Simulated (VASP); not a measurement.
ZnGa3Bi:

```xyz
5
Lattice="4.7114 0.0000 0.0000 0.0000 4.7114 0.0000 0.0000 0.0000 4.7114" Properties=species:S:1:pos:R:3 pbc="T T T"
Zn    2.3557    2.3557    2.3557
Ga    2.3557    2.3557    0.0000
Ga    0.0000    2.3557    2.3557
Ga    2.3557    0.0000    2.3557
Bi    0.0000    0.0000    0.0000
```

The cell was built by a generator and needn't be a form met in nature.

| Item | Value |
| --- | --- |
| Program | VASP 6.6.1 |
| Task | relaxation of cell and atoms |
| Functional | PBE |
| Potentials or basis | VASP PAW PBE potentials, release 64 (Zn, Ga_d, Bi_d) |
| Cutoff | 600 eV |
| k mesh | 6 × 6 × 6 |
| Occupations | methfessel-paxton, width 0.1 eV |
| Spin | no spin polarisation |

At the start: pressure 8.0 GPa; volume 20.92 Å³/atom.

**Question.** Where does the relaxation end?

**Answer.** Over 3 steps the energy falls by 65.1 meV/atom and the volume is 23.87 Å³/atom (+14.1 %); space group Pm-3m (No. 221, to 0.05 Å).

The path:
```csv
step,energy change (eV),largest force (eV/Å),pressure (GPa),volume (Å³)
1,0.0000,0.0000,8.00,104.58
2,-0.3222,0.0000,-0.61,121.21
3,-0.3255,0.0000,0.07,119.36
```

Final structure:
```
CELL_PARAMETERS angstrom
4.92367 0.00000 0.00000
0.00000 4.92367 0.00000
0.00000 0.00000 4.92367
ATOMIC_POSITIONS crystal
Zn 0.50000 0.50000 0.50000
Ga 0.50000 0.50000 0.00000
Ga 0.00000 0.50000 0.50000
Ga 0.50000 0.00000 0.50000
Bi 0.00000 0.00000 0.00000
```
